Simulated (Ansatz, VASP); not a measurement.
# BP in two plane-wave programs, part 2 of 3

One calculation is typed for both programs; each brings its own data sets. How far apart do they land? The cell is taken from a series of runs on this material, whose earlier steps may have relaxed, scaled, displaced or heated it; both programs get it as it stands.

VASP 6.6.1 and Ansatz 0.2.0.

So far: The starting structure; Ansatz: zone-centre phonons, LDA, pair 1.

### 3. VASP: zone-centre phonons, LDA, pair 1

Level of this step: LDA; plane waves and PAW (B, P) (VASP).

The same cell, functional (in two slightly different forms) and mesh now go to VASP, with its own data sets.

Lines of VASP's logs that name or quote its potential files are left out, and so is its time.

Input file INCAR:

```
SYSTEM = BP
PREC = Accurate
ENCUT = 500
EDIFF = 1E-08
NELM = 120
ISMEAR = 0
SIGMA = 0.01
LREAL = .FALSE.
ALGO = Normal
GGA = CA
NBANDS = 10
LORBIT = 11
LWAVE = .FALSE.
LCHARG = .FALSE.
ISIF = 2
IBRION = 8
LEPSILON = .TRUE.
LASPH = .TRUE.
GGA_COMPAT = .FALSE.
EFERMI = MIDGAP
KPAR = 2
```

Input file POSCAR:

```
BP
1.0
    0.0000000000      2.2411658047      2.2677441170
    2.2411658047      0.0000000000      2.2677441170
    2.2411658047      2.2411658047      0.0000000000
B P
1 1
Direct
    0.0000000000      0.0000000000      0.0000000000
    0.7500000000      0.7500000000      0.7500000000
```

Input file KPOINTS:

```
Automatic mesh
0
Gamma
12 12 12
0 0 0
```

Potentials, in the order of the species: B and P (LDA family, release 64).

On the command line:

```
$ mpirun -np 2 vasp_std
```

Numbers of over 12 decimals in the logs are rounded to 6 here.

Log:

```text
[banner, memory and clock lines left out]
running    2 mpi-ranks, on    1 nodes
 distrk:  each k-point on    1 cores,    2 groups
 distr:  one band on    1 cores,    1 groups

 POSCAR found type information on POSCAR B P
 POSCAR found :  2 types and       2 ions
 LDA part: xc-table for (Slater(with rela. corr.)+CA(PZ))
 , standard interpolation
 POSCAR, INCAR and KPOINTS ok, starting setup
 FFT: planning ... GRIDC
 FFT: planning ... GRID_SOFT
 FFT: planning ... GRID
 WAVECAR not read
 entering main loop
       N       E                     dE             d eps       ncg     rms          rms(c)
DAV:   1     0.690787535351E+01    0.69079E+01   -0.39370E+03  3268   0.698E+02
DAV:   2    -0.147481264769E+02   -0.21656E+02   -0.20671E+02  4572   0.110E+02
DAV:   3    -0.152792695379E+02   -0.53114E+00   -0.52994E+00  4010   0.160E+01
DAV:   4    -0.152812868531E+02   -0.20173E-02   -0.20171E-02  4056   0.112E+00
DAV:   5    -0.152812954778E+02   -0.86246E-05   -0.86245E-05  3878   0.688E-02    0.761E+00
DAV:   6    -0.145304003366E+02    0.75090E+00   -0.17572E+00  3600   0.619E+00    0.403E+00
DAV:   7    -0.144099762780E+02    0.12042E+00   -0.28691E-01  4184   0.287E+00    0.130E+00
DAV:   8    -0.143969846145E+02    0.12992E-01   -0.34932E-02  3878   0.104E+00    0.242E-01
DAV:   9    -0.143970121382E+02   -0.27524E-04   -0.73769E-04  3696   0.204E-01    0.158E-01
DAV:  10    -0.143970084782E+02    0.36600E-05   -0.14278E-04  3616   0.718E-02    0.346E-02
DAV:  11    -0.143970103277E+02   -0.18495E-05   -0.56248E-06  4130   0.132E-02    0.366E-02
DAV:  12    -0.143970100129E+02    0.31480E-06   -0.18732E-06  3736   0.618E-03    0.821E-03
DAV:  13    -0.143970100204E+02   -0.75046E-08   -0.68257E-08  3968   0.170E-03
   1 F= -.14397010E+02 E0= -.14397010E+02  d E =0.000000E+00
 Linear response reoptimize wavefunctions to high precision
DAV:   1    -0.143970100173E+02    0.31117E-08   -0.12089E-08  3674   0.514E-04
DAV:   2    -0.143970100174E+02   -0.37517E-10   -0.24070E-10  1864   0.127E-04
 Linear response G [H, r] |phi>, progress :
  Direction:   1
       N       E                     dE             d eps       ncg     rms
RMM:   1    -0.411857732109E+02   -0.41186E+02   -0.66660E+01  8311   0.438E+01
RMM:   2    -0.313389806090E+02    0.98468E+01   -0.25297E+00  5320   0.109E+01
RMM:   3    -0.313274221564E+02    0.11558E-01   -0.28501E-02  5613   0.115E+00
RMM:   4    -0.313277132170E+02   -0.29106E-03    0.67991E-04  5795   0.143E-01
RMM:   5    -0.313278041389E+02   -0.90922E-04    0.14654E-04  5767   0.186E-02
RMM:   6    -0.313278174982E+02   -0.13359E-04    0.22720E-05  5922   0.276E-03
RMM:   7    -0.313278200625E+02   -0.25643E-05   -0.26660E-06  5725   0.452E-04
RMM:   8    -0.313278202077E+02   -0.14520E-06   -0.20494E-06  5001   0.109E-04
RMM:   9    -0.313278208668E+02   -0.65910E-06   -0.53935E-06  4205   0.691E-05
RMM:  10    -0.313278207656E+02    0.10124E-06   -0.40961E-06  3771   0.684E-05
RMM:  11    -0.313278210606E+02   -0.29502E-06   -0.60442E-06  3297   0.687E-05
RMM:  12    -0.313278206714E+02    0.38921E-06   -0.19941E-05  2845   0.691E-05
 Linear response G [H, r] |phi>, progress :
  Direction:   2
       N       E                     dE             d eps       ncg     rms
RMM:   1    -0.318790250824E+02   -0.31879E+02   -0.89294E+00  8161   0.412E+01
RMM:   2    -0.267169048401E+02    0.51621E+01   -0.18987E+00  5264   0.948E+00
RMM:   3    -0.267106276910E+02    0.62771E-02   -0.23093E-02  5586   0.102E+00
RMM:   4    -0.267109319688E+02   -0.30428E-03    0.64596E-04  5808   0.128E-01
RMM:   5    -0.267110144283E+02   -0.82460E-04    0.13318E-04  5818   0.169E-02
RMM:   6    -0.267110265405E+02   -0.12112E-04    0.20933E-05  5932   0.252E-03
RMM:   7    -0.267110290401E+02   -0.24997E-05   -0.22754E-06  5692   0.411E-04
RMM:   8    -0.267110290229E+02    0.17263E-07   -0.12857E-06  4977   0.972E-05
RMM:   9    -0.267110294395E+02   -0.41663E-06   -0.74080E-06  4311   0.603E-05
RMM:  10    -0.267110292061E+02    0.23338E-06   -0.47269E-06  3936   0.595E-05
RMM:  11    -0.267110295260E+02   -0.31993E-06   -0.92542E-06  3345   0.597E-05
RMM:  12    -0.267110291558E+02    0.37022E-06   -0.96335E-06  2759   0.600E-05
 Linear response G [H, r] |phi>, progress :
  Direction:   3
       N       E                     dE             d eps       ncg     rms
RMM:   1    -0.362289425385E+02   -0.36229E+02   -0.37473E+01  8124   0.422E+01
RMM:   2    -0.290252754566E+02    0.72037E+01   -0.21780E+00  5262   0.100E+01
RMM:   3    -0.290142599489E+02    0.11016E-01   -0.26662E-02  5538   0.107E+00
RMM:   4    -0.290143924256E+02   -0.13248E-03    0.55079E-04  5710   0.133E-01
RMM:   5    -0.290144689089E+02   -0.76483E-04    0.12214E-04  5702   0.175E-02
RMM:   6    -0.290144804229E+02   -0.11514E-04    0.15950E-05  5827   0.260E-03
RMM:   7    -0.290144818048E+02   -0.13819E-05    0.28460E-06  5584   0.424E-04
RMM:   8    -0.290144820851E+02   -0.28029E-06    0.44118E-08  4896   0.101E-04
[...]
Direction:   3
       N       E                     dE             d eps       ncg     rms          rms(c)
RMM:   1    -0.533728675505E+00   -0.53373E+00   -0.24171E+00  7338   0.296E+00
RMM:   2    -0.553431200596E+00   -0.19703E-01   -0.53006E-03  5291   0.448E-01
RMM:   3    -0.553471506453E+00   -0.40306E-04   -0.39687E-05  5434   0.373E-02
[...]
RMM:   2    -0.553431417548E+00   -0.19700E-01   -0.53027E-03  9104   0.448E-01    0.123E+00
RMM:   3    -0.537617079245E+00    0.15814E-01   -0.65150E-03  9293   0.464E-01    0.685E-01
RMM:   4    -0.550341807181E+00   -0.12725E-01   -0.62978E-03  9218   0.468E-01    0.110E-01
RMM:   5    -0.554383383477E+00   -0.40416E-02   -0.15351E-04  9340   0.818E-02    0.172E-02
RMM:   6    -0.554451494892E+00   -0.68111E-04   -0.16029E-06  9658   0.102E-02    0.864E-03
RMM:   7    -0.554522415899E+00   -0.70921E-04   -0.15658E-07  9624   0.284E-03    0.362E-04
RMM:   8    -0.554530066541E+00   -0.76506E-05   -0.33765E-09 10078   0.363E-04    0.185E-04
RMM:   9    -0.554530081062E+00   -0.14521E-07   -0.74392E-10  9901   0.197E-04    0.418E-05
RMM:  10    -0.554529824008E+00    0.25705E-06   -0.60897E-11  5953   0.329E-05    0.609E-06
 change of polarisation eV/A/(eV/A) component  3 :     0.364     0.090     1.050
 dielectric tensor                  component  3 :     2.888     0.713     9.341
 Linear response DOF=           4
 Linear response progress:
  Degree of freedom:   1/  4
       N       E                     dE             d eps       ncg     rms          rms(c)
RMM:   1    -0.467399275898E-01   -0.46740E-01   -0.11302E-02 23800   0.115E+00
RMM:   2    -0.425983239443E-01    0.41416E-02   -0.11475E-03 14988   0.242E-01    0.151E-01
RMM:   3    -0.425556524888E-01    0.42671E-04   -0.23511E-04 15606   0.923E-02    0.794E-02
RMM:   4    -0.429592049044E-01   -0.40355E-03   -0.22841E-04 15143   0.870E-02    0.965E-03
RMM:   5    -0.429339870933E-01    0.25218E-04   -0.17213E-06 16227   0.110E-02    0.124E-03
RMM:   6    -0.429355570043E-01   -0.15699E-05   -0.67022E-08 16249   0.135E-03    0.433E-04
RMM:   7    -0.429340349467E-01    0.15221E-05    0.36839E-09 16608   0.373E-04    0.111E-04
RMM:   8    -0.429342404753E-01   -0.20553E-06    0.20189E-09 16924   0.637E-05    0.361E-05
RMM:   9    -0.429342032294E-01    0.37246E-07    0.13660E-08 17245   0.228E-05    0.340E-06
RMM:  10    -0.429342274564E-01   -0.24227E-07   -0.16326E-08 17145   0.624E-06    0.146E-06
RMM:  11    -0.429342185523E-01    0.89041E-08    0.61211E-10 15195   0.328E-06    0.183E-07
 first order change of Fermi-energy   0.23212E-04
 force on displaced ion       1 direction 1 : -19.520  -0.000  -0.000
 Born effective charge ion    1 direction 1 :  -0.609   0.000   0.000
 Linear response progress:
  Degree of freedom:   2/  4
       N       E                     dE             d eps       ncg     rms          rms(c)
RMM:   1    -0.462345942945E-01   -0.46235E-01   -0.57858E-03 13674   0.115E+00
RMM:   2    -0.426514923821E-01    0.35831E-02   -0.11832E-03  8838   0.241E-01    0.153E-01
RMM:   3    -0.425985092572E-01    0.52983E-04   -0.25178E-04  9048   0.939E-02    0.804E-02
RMM:   4    -0.430049095722E-01   -0.40640E-03   -0.23986E-04  8855   0.884E-02    0.973E-03
RMM:   5    -0.429778457120E-01    0.27064E-04   -0.17396E-06  9461   0.112E-02    0.118E-03
RMM:   6    -0.429799495902E-01   -0.21039E-05   -0.48502E-08  9420   0.137E-03    0.458E-04
RMM:   7    -0.429786101895E-01    0.13394E-05   -0.91357E-10  9651   0.335E-04    0.102E-04
RMM:   8    -0.429788801900E-01   -0.27000E-06    0.47868E-09  9680   0.631E-05    0.226E-05
RMM:   9    -0.429788591510E-01    0.21039E-07    0.47700E-09 10114   0.201E-05    0.374E-06
RMM:  10    -0.429788831919E-01   -0.24041E-07    0.46541E-09  9999   0.597E-06    0.138E-06
RMM:  11    -0.429788753724E-01    0.78195E-08   -0.14627E-09  8825   0.296E-06    0.242E-07
 first order change of Fermi-energy   0.39241E+01
 force on displaced ion       1 direction 3 :  -0.000  -0.000 -19.482
 Born effective charge ion    1 direction 3 :   0.000   0.000  -0.596
 Linear response progress:
  Degree of freedom:   3/  4
       N       E                     dE             d eps       ncg     rms          rms(c)
RMM:   1    -0.440495355018E-01   -0.44050E-01   -0.18309E-03 22306   0.143E+00
RMM:   2    -0.408981618274E-01    0.31514E-02   -0.86931E-04 14745   0.222E-01    0.150E-01
RMM:   3    -0.409132303387E-01   -0.15069E-04   -0.19200E-05 15764   0.368E-02    0.849E-02
RMM:   4    -0.411842263572E-01   -0.27100E-03   -0.24340E-05 15617   0.353E-02    0.776E-03
RMM:   5    -0.411553978551E-01    0.28829E-04   -0.79944E-07 16502   0.583E-03    0.380E-03
RMM:   6    -0.411499524304E-01    0.54454E-05    0.43432E-08 16378   0.812E-04    0.231E-03
RMM:   7    -0.411497745585E-01    0.17787E-06    0.12987E-09 16584   0.402E-04    0.110E-04
RMM:   8    -0.411493441864E-01    0.43037E-06    0.16089E-08 16809   0.644E-05    0.431E-05
RMM:   9    -0.411492761777E-01    0.68009E-07    0.37081E-08 17138   0.207E-05    0.365E-06
RMM:  10    -0.411492895272E-01   -0.13349E-07    0.24765E-08 17377   0.562E-06    0.512E-06
RMM:  11    -0.411492798204E-01    0.97068E-08    0.28257E-08 14953   0.342E-06    0.289E-07
 first order change of Fermi-energy  -0.10668E-04
 force on displaced ion       2 direction 1 : -19.521   0.000   0.000
 Born effective charge ion    2 direction 1 :   0.605   0.000   0.000
 Linear response progress:
  Degree of freedom:   4/  4
       N       E                     dE             d eps       ncg     rms          rms(c)
RMM:   1    -0.438515485835E-01   -0.43852E-01    0.19344E-03 12876   0.143E+00
RMM:   2    -0.410740082606E-01    0.27775E-02   -0.86371E-04  8692   0.221E-01    0.152E-01
RMM:   3    -0.410981592595E-01   -0.24151E-04   -0.25950E-05  9235   0.378E-02    0.861E-02
RMM:   4    -0.413823744281E-01   -0.28422E-03   -0.26698E-05  9114   0.363E-02    0.798E-03
RMM:   5    -0.413521276965E-01    0.30247E-04   -0.10544E-06  9572   0.623E-03    0.385E-03
RMM:   6    -0.413470954165E-01    0.50323E-05   -0.23759E-09  9538   0.839E-04    0.243E-03
RMM:   7    -0.413469513578E-01    0.14406E-06   -0.76593E-09  9629   0.425E-04    0.110E-04
RMM:   8    -0.413464731607E-01    0.47820E-06    0.22376E-09  9755   0.715E-05    0.506E-05
RMM:   9    -0.413463836646E-01    0.89496E-07    0.49133E-09  9974   0.228E-05    0.436E-06
RMM:  10    -0.413463956593E-01   -0.11995E-07    0.16360E-09 10083   0.603E-06    0.531E-06
RMM:  11    -0.413463855229E-01    0.10136E-07    0.90007E-09  8775   0.386E-06    0.319E-07
RMM:  12    -0.413463857565E-01   -0.23352E-09    0.86246E-09  5070   0.267E-06    0.143E-07
 first order change of Fermi-energy  -0.39235E+01
 force on displaced ion       2 direction 3 :   0.000   0.000 -19.485
 Born effective charge ion    2 direction 3 :   0.000   0.000   0.592
 Born effective charges drift removed
 Linear response finished
```

Parts of OUTCAR (step 3):

```text
ion  position               nearest neighbor table
   1  0.000  0.000  0.000-   2 1.95   2 1.95   2 1.95   2 1.95
   2  0.750  0.750  0.750-   1 1.95   1 1.95   1 1.95   1 1.95

  LATTYP: Found a body centered tetragonal cell.
 ALAT       =     3.1694870765
 C/A-ratio  =     1.4309849274

 Subroutine GETGRP returns: Found  8 space group operations
 (whereof  8 operations were pure point group operations)

The static configuration has the point symmetry D_2d.

 Found    163 irreducible k-points:

   k-points           NKPTS =    163   k-points in BZ     NKDIM =    163   number of bands    NBANDS=     10

   dimension x,y,z NGX =    24 NGY =   24 NGZ =   24
   dimension x,y,z NGXF=    48 NGYF=   48 NGZF=   48

   ENCUT  =  500.0 eV  36.75 Ry    6.06 a.u.   5.81  5.81  5.78*2*pi/ulx,y,z

   NELECT =       8.0000    total number of electrons

 k-points in reciprocal lattice and weights: Automatic mesh
   0.00000000  0.00000000  0.00000000       0.001
   0.08333333  0.00000000  0.00000000       0.005
   0.16666667 -0.00000000  0.00000000       0.005
   0.25000000  0.00000000  0.00000000       0.005
   0.33333333  0.00000000  0.00000000       0.005
   0.41666667  0.00000000  0.00000000       0.005
   0.50000000  0.00000000  0.00000000       0.002
   0.08333333  0.08333333  0.00000000       0.001
   0.16666667  0.08333333  0.00000000       0.005
[...]
-0.33333333  0.16666667  0.50000000       0.002
  -0.25000000  0.25000000  0.50000000       0.001

 average (electrostatic) potential at core
       1 -29.6418       2 -81.9752

  Total       -0.0167933     -0.0167933     -0.4818592      0.0000000      0.0000000      0.0000000
  in kB       -1.1810669     -1.1810669    -33.8889964      0.0000000      0.0000000      0.0000000
  external PRESSURE =     -12.0837100 kB  Pullay stress =       0.0000000 kB

  energy-cutoff  :      500.00
  volume of cell :       22.78
      direct lattice vectors                 reciprocal lattice vectors
     0.000000000  2.241165805  2.267744117    -0.223098175  0.223098175  0.220483429
     2.241165805  0.000000000  2.267744117     0.223098175 -0.223098175  0.220483429
     2.241165805  2.241165805  0.000000000     0.223098175  0.223098175 -0.220483429

 POSITION                                       TOTAL-FORCE (eV/Angst)
 -----------------------------------------------------------------------------------
      0.00000      0.00000      0.00000         0.000000      0.000000      0.000000
      3.36175      3.36175      3.40162        -0.000000     -0.000000     -0.000000
 -----------------------------------------------------------------------------------
    total drift:                                0.000000      0.000000     -0.000000

 MACROSCOPIC STATIC DIELECTRIC TENSOR (including local field effects in DFT)
 ------------------------------------------------------
           9.160765     0.000000     0.000000
          -0.000000     9.160765     0.000000
           0.000000     0.000000     9.340780
 ------------------------------------------------------

 PIEZOELECTRIC TENSOR (including local field effects)  for field in x, y, z        (C/m^2)
          XX          YY          ZZ          XY          YZ          ZX
  --------------------------------------------------------------------------------
  x     0.00000     0.00000     0.00000     0.00000    -0.16334     0.00000
  y     0.00000     0.00000     0.00000     0.00000     0.00000    -0.16334
  z     0.00000     0.00000     0.00000    -0.14900     0.00000     0.00000

 BORN EFFECTIVE CHARGES (including local field effects) (in |e|, cummulative output)
 ---------------------------------------------------------------------------------
 ion    1
    1    -0.60590     0.00000     0.00000
    2     0.00000    -0.60590     0.00000
    3     0.00000     0.00000    -0.59390
 ion    2
    1     0.60590     0.00000     0.00000
    2     0.00000     0.60590     0.00000
    3     0.00000     0.00000     0.59390

 Eigenvectors and eigenvalues of the dynamical matrix
 ----------------------------------------------------

   1 f  =   24.398985 THz   153.303347 2PiTHz  813.862549 cm-1   100.906050 meV
             X         Y         Z           dx          dy          dz
      0.000000  0.000000  0.000000     0.000000    0.860964    0.000000
      3.361749  3.361749  3.401616     0.000000   -0.508666    0.000000

   2 f  =   24.398985 THz   153.303347 2PiTHz  813.862549 cm-1   100.906050 meV
             X         Y         Z           dx          dy          dz
      0.000000  0.000000  0.000000     0.860964    0.000000    0.000000
      3.361749  3.361749  3.401616    -0.508666    0.000000    0.000000

   3 f  =   24.375570 THz   153.156223 2PiTHz  813.081493 cm-1   100.809212 meV
             X         Y         Z           dx          dy          dz
      0.000000  0.000000  0.000000     0.000000    0.000000    0.860951
      3.361749  3.361749  3.401616     0.000000    0.000000   -0.508688

   4 f/i=    0.000338 THz     0.002121 2PiTHz    0.011258 cm-1     0.001396 meV
             X         Y         Z           dx          dy          dz
      0.000000  0.000000  0.000000    -0.508666    0.000000    0.000000
      3.361749  3.361749  3.401616    -0.860964    0.000000    0.000000

   5 f/i=    0.000338 THz     0.002121 2PiTHz    0.011258 cm-1     0.001396 meV
             X         Y         Z           dx          dy          dz
      0.000000  0.000000  0.000000     0.000000   -0.508666    0.000000
      3.361749  3.361749  3.401616     0.000000   -0.860964    0.000000

   6 f/i=    0.000947 THz     0.005950 2PiTHz    0.031586 cm-1     0.003916 meV
             X         Y         Z           dx          dy          dz
      0.000000  0.000000  0.000000     0.000000    0.000000   -0.508688
      3.361749  3.361749  3.401616     0.000000    0.000000   -0.860951

 MACROSCOPIC STATIC DIELECTRIC TENSOR IONIC CONTRIBUTION
 ------------------------------------------------------
           0.149384     0.000000     0.000000
           0.000000     0.149384     0.000000
           0.000000     0.000000     0.143796
 ------------------------------------------------------

 ELASTIC MODULI CONTR FROM IONIC RELAXATION (kBar)
 Direction    XX          YY          ZZ          XY          YZ          ZX
 --------------------------------------------------------------------------------
 XX           0.0000      0.0000      0.0000      0.0000      0.0000      0.0000
 YY           0.0000      0.0000      0.0000      0.0000      0.0000      0.0000
 ZZ           0.0000      0.0000      0.0000      0.0000      0.0000      0.0000
 XY           0.0000      0.0000      0.0000   -201.4687     -0.0000     -0.0000
 YZ           0.0000      0.0000      0.0000     -0.0000   -204.5043     -0.0000
 ZX           0.0000      0.0000      0.0000     -0.0000     -0.0000   -199.4312
 --------------------------------------------------------------------------------

 PIEZOELECTRIC TENSOR IONIC CONTR  for field in x, y, z        (C/m^2)
          XX          YY          ZZ          XY          YZ          ZX
  --------------------------------------------------------------------------------
  x     0.00000     0.00000     0.00000     0.00000     0.16447     0.00000
  y     0.00000     0.00000     0.00000     0.00000     0.00000     0.16241
  z     0.00000     0.00000     0.00000     0.16016     0.00000     0.00000
```

### 4. Side by side

Known differences besides the potentials themselves: the two LDA forms differ slightly; fixed occupations in Ansatz, narrow Gaussian smearing in VASP; VASP's response is taken on the typed mesh, Ansatz refines its own for the field response alone; the cutoff is 420 eV in Ansatz and 500 eV in VASP; VASP's log shows a relativistic correction to its local exchange, Ansatz's none. Total energies have different zeros and are not compared.

Both answers:

```
                                    quantity  Ansatz   VASP  difference
                                       ε∞ xx    9.13   9.16     -0.34 %
                                       ε∞ yy    9.13   9.16     -0.34 %
                                       ε∞ zz    9.31   9.34     -0.32 %
Born charge of B1 (mean of the diagonal) (e)   -0.62  -0.60       -0.02
Born charge of P2 (mean of the diagonal) (e)    0.62   0.60       +0.02
                       optical mode 1 (cm⁻¹)   815.1  813.1     +0.25 %
                  optical mode 2 to 3 (cm⁻¹)   815.8  813.9     +0.24 %
```

Modes are paired by rising frequency, not by their patterns, so a pair may set unlike modes beside each other; they are those without the splitting of longitudinal modes.

[end of part 2 of 3]

[Lines on the potential files, build, host, timing and source positions are cut from VASP's logs without a mark.]

[Logs are printed without paths, hosts, clocks, repeated set-up lines and the standing remarks that a program may print on its own settings, such as how far it seeks lower states.]

[Hosts, paths, dates, database ids (printed as entryN), source tags and the programs' standing remarks are cut or masked in the printed files.]
